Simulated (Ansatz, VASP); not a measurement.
# CaAl2Si6O16 (glassy CaAl2Si6O16) in two plane-wave programs, part 2 of 2

Aim: how closely do two programs agree when they are given the same cell, functional and k mesh? Of the first pair: The structure shown is the start of the Ansatz relaxation below; VASP solves that cell, so the two are compared at the walk's first step.

VASP 6.6.1 and Ansatz 0.2.0.

So far. Step 3 (VASP: single point, PBE, start cell, pair 1): The run ends at a pressure of -0.06 GPa, with forces up to 1.5 eV/Å.

### 6. VASP: single point, PBE, relaxed cell, pair 2

Level of this step: PBE, spin-polarised from a ferromagnetic start; plane waves and PAW (Al, Ca_sv, O, Si) (VASP).

The same cell, functional, mesh and smearing now go to VASP, with its own data sets.

The input, INCAR:

```
SYSTEM = CaAl2Si6O16
PREC = Accurate
ENCUT = 520
EDIFF = 1E-06
NELM = 200
ISMEAR = -1
SIGMA = 0.01
LREAL = Auto
ALGO = Normal
GGA = PE
NELECT = 951
NBANDS = 598
ISPIN = 2
MAGMOM = -0 0 -0 0 -0 0 -0 -0 0 -0 -0 -0 -0 -0 0 -0 0 -0 -0 -0 0 0 0 0 0 0 0 0 0 0 0 0.04 0 0 0 0 0 0 0 0 0 0 0 0 0 0 0 0 0 0 0 0 0 0 0 0 0 0.01 0 0 0 0.01 0 0 0.01 0 0 0 0 0 0.03 0 0 0 0 0.01 0.01 0 0 0 0.02 0 0 0 0.08 0 0 0 0 0 0 0 0 0.02 0 0 0 0 0 0 0 0 0.02 0 0 0 0 -0 0 0 0.03 0 0.25 0 0 0 0 0 0 0.1 0 0 0 0.03 0.01 0 0 0 0 0.02 0 0.01 0 0 -0 -0 -0 -0 -0 -0 0 -0 -0 -0 0 -0 -0 0 -0 -0 0 -0 0 -0 -0 -0 0 -0 -0 -0 -0 0 0 -0 -0 -0 -0 0 -0 -0 -0 -0 0 -0 -0
LORBIT = 11
LWAVE = .FALSE.
LCHARG = .FALSE.
ISIF = 2
LASPH = .TRUE.
GGA_COMPAT = .FALSE.
```

The input, POSCAR:

```
CaAl2Si6O16
1.0
   13.2196000000      0.0000000000      0.0000000000
    0.0000000000     13.2196000000      0.0000000000
    0.0000000000      0.0000000000     13.2196000000
Al Ca O Si
14 7 112 42
Direct
    0.1407700000      0.1351500000      0.7940000000
    0.9993100000      0.3006300000      0.1653800000
    0.8242900000      0.1408400000      0.1142400000
    0.5860400000      0.5870300000      0.6555400000
    0.8483700000      0.7702900000      0.0618800000
    0.2728100000      0.1977900000      0.9820600000
    0.3660700000      0.0516700000      0.8364100000
    0.1062800000      0.3834100000      0.0083700000
    0.2760900000      0.8430800000      0.4871500000
    0.8458500000      0.9493500000      0.9323500000
    0.9786700000      0.4630600000      0.3850500000
    0.0519700000      0.7036300000      0.1343600000
    0.1758000000      0.1508300000      0.3617200000
    0.9177300000      0.4139400000      0.6294200000
    0.2807800000      0.8420700000      0.9385600000
    0.7877800000      0.7741400000      0.5492600000
    0.3764600000      0.5885000000      0.4600900000
    0.8166100000      0.7198500000      0.2945100000
    0.1487800000      0.0352600000      0.5723200000
    0.4909200000      0.5996500000      0.9968300000
    0.3125000000      0.4146500000      0.8955600000
    0.3998500000      0.1815100000      0.5483900000
    0.9318100000      0.5046200000      0.9754600000
    0.3267500000      0.9294500000      0.7935700000
    0.5638800000      0.2148300000      0.2276400000
    0.7130600000      0.6366100000      0.6419700000
    0.8583600000      0.2692300000      0.1614400000
    0.7003800000      0.3584000000      0.8236800000
    0.7005600000      0.6977600000      0.4213200000
    0.0119600000      0.6192900000      0.8204800000
[... 139 atom lines left out ...]
    0.0415500000      0.9329800000      0.8157200000
    0.4826400000      0.2810600000      0.2899000000
    0.0128700000      0.7054700000      0.7339600000
    0.3902300000      0.6631000000      0.7839500000
    0.8286700000      0.5232100000      0.0418700000
    0.3831900000      0.1266600000      0.4398200000
```

The input, KPOINTS:

```
Automatic mesh
0
Gamma
1 1 1
0 0 0
```

PAW data sets: Al, Ca_sv, O and Si (PBE family, release 64).

Run with:

```
export OMP_NUM_THREADS=3
mpirun -np 1 vasp_gam
```

Numbers of over 12 decimals in the logs are rounded to 6 here.

The program printed:

```text
[... set-up lines as in an earlier step ...]
 entering main loop
       N       E                     dE             d eps       ncg     rms          rms(c)
DAV:   1     0.943785063954E+04    0.94379E+04   -0.56139E+05  2400   0.158E+03
DAV:   2    -0.608642568033E+03   -0.10046E+05   -0.97021E+04  2924   0.400E+02
DAV:   3    -0.149656035071E+04   -0.88792E+03   -0.88120E+03  2824   0.129E+02
DAV:   4    -0.152106093397E+04   -0.24501E+02   -0.24396E+02  2976   0.219E+01
DAV:   5    -0.152296829971E+04   -0.19074E+01   -0.19060E+01  4152   0.392E+00BRMIX: very serious problems
 the old and the new charge density differ
 old charge density:   952.00000 new  951.00000
    0.101E+02
DAV:   6    -0.133720406154E+04    0.18576E+03   -0.83821E+02  2768   0.368E+01    0.460E+01
DAV:   7    -0.133870199530E+04   -0.14979E+01   -0.53161E+01  3208   0.100E+01    0.208E+01
DAV:   8    -0.133779602413E+04    0.90597E+00   -0.16102E+01  3472   0.605E+00    0.136E+01
DAV:   9    -0.133796651223E+04   -0.17049E+00   -0.13650E+01  3320   0.351E+00    0.757E+00
[...]
DAV:  53    -0.133768385021E+04   -0.67874E-05   -0.61229E-06  2432   0.461E-03    0.190E-02
DAV:  54    -0.133768385164E+04   -0.14252E-05   -0.17591E-06  1800   0.217E-03    0.116E-02
DAV:  55    -0.133768385214E+04   -0.50529E-06   -0.26780E-07  1440   0.914E-04
   1 F= -.13376839E+04 E0= -.13376769E+04  d E =-.138846E-01  mag=    -1.0017
```

OUTCAR, selected parts (step 6):

```text
 magnetization (x)
# of ion       s       p       d       tot
------------------------------------------
    1        0.000   0.000   0.000   0.000
    2       -0.000  -0.000   0.000  -0.000
    3        0.000   0.000   0.000   0.000
    4       -0.000  -0.000   0.000  -0.000
    5        0.001   0.001   0.000   0.001
    6       -0.000  -0.000   0.000  -0.000
    7        0.000   0.000   0.000   0.000
    8        0.000   0.000   0.000   0.000
    9       -0.000  -0.000   0.000  -0.000
   10        0.000   0.000   0.000   0.000
   11        0.000   0.000   0.000   0.000
   12        0.000   0.001   0.000   0.001
   13        0.000   0.001   0.000   0.001
[...]
--------------------------------------------------
tot         -0.005  -0.795   0.002  -0.798

[... 1 part as in an earlier step ...]

[... 1 further part left out ...]
[key lines of the parts left out:]
E-fermi :   1.9033
```

The run ends at a pressure of -0.14 GPa, with forces up to 0.11 eV/Å.

### 7. Side by side

What differs besides the data sets and the points named for the pairs above, as far as they apply: site moments are counted in spheres of each program's own size. Total energies have different zeros and are not compared.

Both answers:

| quantity | Ansatz | VASP | difference |
| --- | --- | --- | --- |
| total moment (μB) | -1.00 | -1.00 | 0.00 |
| moment on O113 (μB) | -0.25 | -0.27 | +0.03 |
| moment on O120 (μB) | -0.10 | -0.11 | +0.01 |
| moment on O85 (μB) | -0.08 | -0.08 | 0.00 |

Forces on 7 of the 175 atoms, those with the largest forces and the largest differences (eV/Å; atoms numbered as in POSCAR):

| atom | Ansatz x, y, z | VASP x, y, z |
| --- | --- | --- |
| O58 | -0.012, -0.014, 0.007 | -0.025, -0.075, -0.023 |
| O104 | -0.002, 0.009, -0.002 | -0.037, 0.084, -0.031 |
| O113 | -0.018, -0.011, 0.011 | -0.033, -0.067, 0.071 |
| O120 | -0.003, 0.001, -0.019 | -0.023, 0.045, -0.074 |
| Si134 | 0.001, 0.009, 0.016 | 0.015, 0.000, 0.080 |
| Si160 | 0.012, 0.031, -0.018 | -0.020, 0.095, -0.057 |
| Si167 | -0.006, 0.005, -0.010 | 0.017, 0.022, -0.077 |

The forces differ by 24 meV/Å r.m.s., where the r.m.s. force is 0.009 eV/Å in Ansatz and 0.026 eV/Å in VASP: the atoms lie near their places of rest in Ansatz, so a percentage would say little (all taken over all components). Without spin-orbit coupling the overall direction of the spins is arbitrary; the signs of Ansatz's moments are turned here to match VASP's. The cell carries a charge of +1 e against a uniform background, so its pressure also hangs on how the neutralising background is counted, and in a defect's cell a gap may be the spacing between its levels.

### 8. Results

| Quantity | Value |
| --- | --- |
| r.m.s. force difference (single point, PBE, start cell, pair 1) | 26 meV/Å |
| r.m.s. force difference (single point, PBE, relaxed cell, pair 2) | 24 meV/Å |

**Reading.** The r.m.s. force difference is 26 meV/Å (single point, PBE, start cell, pair 1), beyond the 12 meV/Å picked in this series as the mark of a large difference. What causes the difference of the single point, PBE, start cell, pair 1 pair stays open here. What causes the difference of the single point, PBE, relaxed cell, pair 2 pair stays open here. Such differences can come from data sets, numerical settings and the points named under the comparisons, not from the functional's error against experiment.

[Lines on the potential files, build, host, timing and source positions are cut from VASP's logs without a mark.]

[Logs are printed without paths, hosts, clocks, repeated set-up lines and the standing remarks that a program may print on its own settings, such as how far it seeks lower states.]

[Hosts, paths, dates, database ids (printed as entryN), source tags and the programs' standing remarks are cut or masked in the printed files.]
